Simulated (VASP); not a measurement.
Take AgCl (rock salt), without spin-orbit terms, in VASP with PAW potentials, and its band gap.

Q: One run gives 0.72 eV. Which level is it?
A. B3LYP (PBE cell)
B. PBEsol (own cell)
C. optB88-vdW (own cell)
D. LDA (own cell)

A: B, PBEsol (own cell).  The others give 0.65 (LDA (own cell)), 2.72 (B3LYP (PBE cell)), 0.89 (optB88-vdW (own cell)).

Only levels that ran to the end are used. Left out are those held back, those with too coarse a band path, GW runs whose mesh misses a band edge, hybrids' fits of cells that aren't cubic and levels without matching references; a question may draw on a part of the rest.

The compound is AgCl in the rock salt structure.
